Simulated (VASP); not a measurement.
A VASP calculation is set up with these files.

INCAR:
```
# general
SYSTEM =Li2O
PREC   =Accurate
ENCUT  =620
LREAL  =.FALSE.
LASPH  =.TRUE.

# electronic loop
EDIFF  =1E-6
NELM   =100
ALGO   =Normal

# smearing
ISMEAR =0
SIGMA  =0.05

# ions
IBRION =2
NSW    =40
ISIF   =3
EDIFFG =-0.02
PSTRESS=50

# output
LWAVE  =.FALSE.
LCHARG =.FALSE.
```

**KPOINTS**
```
Automatic
0
G
  9 9 9
```

**POSCAR**
```
Li2O
1
    0.0000000000     2.2451909600     2.2451909600
    2.2451909600     0.0000000000     2.2451909600
    2.2451909600     2.2451909600     0.0000000000
Li O
2 1
Direct
  0.2500000000   0.2500000000   0.2500000000
  0.7500000000   0.7500000000   0.7500000000
  0.0000000000   0.0000000000   0.0000000000
```

POTCAR, in this order: Li_sv O (LDA.64 set). Program: vasp_std.

Task: Translate this LDA calculation to Quantum ESPRESSO's pw.x.

Result: One equivalent input (not run):
```
&CONTROL
  calculation = 'vc-relax'
  pseudo_dir = './pseudo'
  outdir = './out'
  tprnfor = .true.
  tstress = .true.
  nstep = 40
  forc_conv_thr = 0.00078
/
&SYSTEM
  ibrav = 0
  nat = 3
  ntyp = 2
  ecutwfc = 84
  occupations = 'smearing'
  smearing = 'gaussian'
  degauss = 0.003675
  input_dft = 'pz'
/
&ELECTRONS
  conv_thr = 7.3e-08
  electron_maxstep = 100
/
&IONS
/
&CELL
  press = 50
/
ATOMIC_SPECIES
  Li 6.940 Li.upf
  O 15.999 O.upf
CELL_PARAMETERS angstrom
     0.0000000    2.2451910    2.2451910
     2.2451910    0.0000000    2.2451910
     2.2451910    2.2451910    0.0000000
ATOMIC_POSITIONS crystal
  Li   0.2500000  0.2500000  0.2500000
  Li   0.7500000  0.7500000  0.7500000
  O    0.0000000  0.0000000  0.0000000
K_POINTS automatic
  9 9 9 0 0 0
```
The two are equivalent in intent, not identical: the potentials are each code's own (VASP's PAW set, PseudoDojo norm-conserving files in pw.x), so ENCUT and ecutwfc are chosen apart and not converted; conv_thr bounds pw.x's estimated SCF error, while EDIFF bounds the energy change between steps; forc_conv_thr acts on force components and is met together with etot_conv_thr.

The compound is Li2O in the antifluorite structure. This run relaxes it under an external pressure of 5 GPa. Symmetry was kept, so distortions that lower it aren't found.
